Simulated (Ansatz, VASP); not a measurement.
# SiSnW (SiSnW in the AlB2 type) in two plane-wave programs, part 2 of 2

Wanted: the spread between two codes on one cell, functional and k mesh. The cell is generated by rule, not measured, and may not be a known phase. The cell is taken from a series of runs on this material, whose earlier steps may have relaxed, scaled, displaced or heated it; both programs get it as it stands.

VASP 6.6.1 and Ansatz 0.2.0.

So far: The starting structure; Ansatz: relaxation of cell and atoms, PBEsol, pair 1; VASP: relaxation of cell and atoms, PBEsol, pair 1; Comparison.

## (5) Ansatz: relaxation of cell and atoms, PBEsol, pair 2

Level of this step: Ansatz beside VASP: Kohn-Sham DFT, plane waves, PBEsol (Ansatz).

The relaxed volume is the usual yardstick between codes: in a stiff, nearly cubic crystal its relative difference is about their pressure difference at one cell divided by the bulk modulus.

The cell is taken from a series of runs on this material, whose earlier steps may have relaxed, scaled, displaced or heated it; both programs get it as it stands.

input.yaml

```yaml
crystal:
  lattice:
    - [4.6904383041, 0.0, 0.0]
    - [-2.3452191521, 4.0620387263, 0.0]
    - [0.0, 0.0, 2.7071449682]
  atoms:
    - { symbol: W, position: [0.0, 0.0, 0.0] }
    - { symbol: Si, position: [0.3333333333, 0.6666666667, 0.5] }
    - { symbol: Sn, position: [0.6666666667, 0.3333333333, 0.5] }
kpoints:
  mp_grid: { grid: [9, 9, 12] }
hamiltonian:
  xc: pbesol
  pseudopotentials: { kind: paw, azcp: { folder: soft_1 }, xc_functional: pbe }
scf:
  occupations: { method: gaussian, width: 0.1 }
output:
  forces: true
  stress: true
  eigenvalues: true
relax:
  adjacent_minimum: "off"
  f_tol: 0.005
  max_steps: 80
  cell: { stress_tol: 0.05 }
```

Launch:

```bash
$ ansatz run input.yaml --threads 4 --pin off --max-ram 12288MiB --backend cpu --events-out ev --progress --plain --runs-dir out
```

Numbers of over 12 decimals in the logs are rounded to 6 here.

Output:

```text
[...]
Crystal: 3 atoms, lattice volume = 51.579 Å³
Basis set: ecut = 420 eV, 1023 PW (Γ), exchange–correlation on 64×64×40 points (8 copies of the dense FFT grid, shifted against one another)
Bands: 20, of which v1, the nominal top of the filled ones, is band 16 counted from 1 (15 counted from 0)
Symmetry: 12 space group operations
[...]
k-points: 84 of 972 (time reversal used)
[...]
--- Relaxed structure (5 steps of the walk, 4 accepted, 1 SCFs on fresh bases) ---
[...]
cell:  # Å, volume = 51.2718 Å³
    - [4.674542, 2.8769661169315518e-11, 0.0]
    - [-2.337271, 4.048273, 0.0]
    - [0.0, 0.0, 2.709376]
  atoms:
    - { symbol: W, position: [0, 0, 0.0] }
    - { symbol: Si, position: [0.333333, 0.666667, 0.5] }
    - { symbol: Sn, position: [0.666667, 0.333333, 0.5] }
[key lines of the parts left out:]
SCF converged after 8 iterations
Free energy (F): -16826.678065 eV
Fermi energy:    16.341013 eV
P = ⅓ Tr σ = -0.0006 GPa (-0.006 kbar)
```

## (6) VASP: relaxation of cell and atoms, PBEsol, pair 2

The same cell, functional, mesh and smearing now go to VASP, with its own data sets.

INCAR

```
SYSTEM = SiSnW
PREC = Accurate
ENCUT = 600
EDIFF = 1E-07
NELM = 120
ISMEAR = 0
SIGMA = 0.1
LREAL = .FALSE.
ALGO = Normal
GGA = PS
NBANDS = 18
LASPH = .TRUE.
LORBIT = 11
LWAVE = .FALSE.
LCHARG = .FALSE.
ISIF = 3
IBRION = 2
NSW = 80
EDIFFG = -0.005
GGA_COMPAT = .FALSE.
NELMIN = 4
KPAR = 2
```

POSCAR

```
SiSnW
1.0
    4.6904380000      0.0000000000      0.0000000000
   -2.3452190000      4.0620390000      0.0000000000
    0.0000000000      0.0000000000      2.7071450000
W Si Sn
1 1 1
Direct
    0.0000000000      0.0000000000      0.0000000000
    0.3333333333      0.6666666667      0.4999998153
    0.6666666667      0.3333333333      0.4999998153
```

KPOINTS

```
Automatic mesh
0
Gamma
9 9 12
0 0 0
```

PAW data sets: W, Si and Sn_d (PBE family, release 64).

Launch:

```bash
$ mpirun -np 2 vasp_std
```

Output:

```text
[banner, memory and clock lines left out]
running    2 mpi-ranks, on    1 nodes
[...]
[... a notice as in an earlier step ...]

 LDA part: xc-table for (Slater+PW92), standard interpolation
 POSCAR, INCAR and KPOINTS ok, starting setup
[...]
entering main loop
       N       E                     dE             d eps       ncg     rms          rms(c)
DAV:   1     0.167416746027E+03    0.16742E+03   -0.12842E+04  3108   0.192E+03
DAV:   2    -0.386737500974E+01   -0.17128E+03   -0.16702E+03  3194   0.455E+02
DAV:   3    -0.218916428057E+02   -0.18024E+02   -0.17435E+02  3828   0.117E+02
DAV:   4    -0.225200958310E+02   -0.62845E+00   -0.61486E+00  3720   0.208E+01
[...]
DAV:  12    -0.216203779158E+02   -0.57666E-06   -0.94940E-06  3486   0.198E-02    0.412E-03
DAV:  13    -0.216203774072E+02    0.50865E-06   -0.79861E-07  3576   0.684E-03    0.257E-03
DAV:  14    -0.216203773292E+02    0.77931E-07   -0.29099E-08  1832   0.132E-03
   1 F= -.21620377E+02 E0= -.21616170E+02  d E =-.216204E+02
[... from here on, the cycles between the ionic steps are left out ...]
   2 F= -.21619824E+02 E0= -.21615884E+02  d E =0.553332E-03
   3 F= -.21622488E+02 E0= -.21618402E+02  d E =-.211104E-02
   4 F= -.21622604E+02 E0= -.21618522E+02  d E =-.115185E-03
   5 F= -.21622636E+02 E0= -.21618551E+02  d E =-.147350E-03
[...]
reached required accuracy - stopping structural energy minimisation
```

OUTCAR, selected parts (step 6):

```text
  Total        0.0019952      0.0019952      0.0034467      0.0000000      0.0000000      0.0000000
  in kB        0.0625864      0.0625864      0.1081183      0.0000000      0.0000000      0.0000000
  external PRESSURE =       0.0777637 kB  Pullay stress =       0.0000000 kB

 POSITION                                       TOTAL-FORCE (eV/Angst)
 -----------------------------------------------------------------------------------
      0.00000     -0.00000      2.70447         0.000000     -0.000000      0.000000
     -0.00000      2.69614      1.35223        -0.000000     -0.000000      0.000000
      2.33493      1.34807      1.35223         0.000000      0.000000      0.000000
 -----------------------------------------------------------------------------------
    total drift:                               -0.000000      0.000000      0.000206

  FREE ENERGIE OF THE ION-ELECTRON SYSTEM (eV)
  ---------------------------------------------------
  free  energy   TOTEN  =       -21.6226357150 eV

  energy  without entropy=      -21.6144664464  energy(sigma->0) =      -21.61855108

[... 1 part as in an earlier step ...]

[... 3 further parts left out ...]
[key lines of the parts left out:]
E-fermi :  10.2184
```

## (7) Differences

What differs besides the data sets and the points named for the pairs above, as far as they apply: the data sets hold 32 valence electrons in Ansatz (on its PAW soft_1 files) and 24 in VASP. Total energies have different zeros and are not compared.

Compared:

```tsv
quantity	Ansatz	VASP	difference
volume (Å³)	51.27	51.08	+0.38 %
edge a after relaxation, in the typed setting (Å)	4.675	4.670	+0.10 %
edge c after relaxation, in the typed setting (Å)	2.709	2.704	+0.18 %
```

## (8) Outcome

```json
{
  "difference in volume (relaxation of cell and atoms, PBEsol, pair 1)": "0.39 %",
  "difference in volume (relaxation of cell and atoms, PBEsol, pair 2)": "0.38 %"
}
```

What this shows: The difference in volume is 0.39 % (relaxation of cell and atoms, PBEsol, pair 1), within the 1.2 % picked in this series as the mark of a large difference, as far as the stopping tolerances let one tell. The data sets hold unlike numbers of valence electrons (32 in Ansatz and 24 in VASP), so part of the differences comes from the potentials. Such differences can come from data sets, numerical settings and the points named under the comparisons, not from the functional's error against experiment.

[Lines on the potential files, build, host, timing and source positions are cut from VASP's logs without a mark.]

[Logs are printed without paths, hosts, clocks, repeated set-up lines and the standing remarks that a program may print on its own settings, such as how far it seeks lower states.]

[Hosts, paths, dates, database ids (printed as entryN), source tags and the programs' standing remarks are cut or masked in the printed files.]
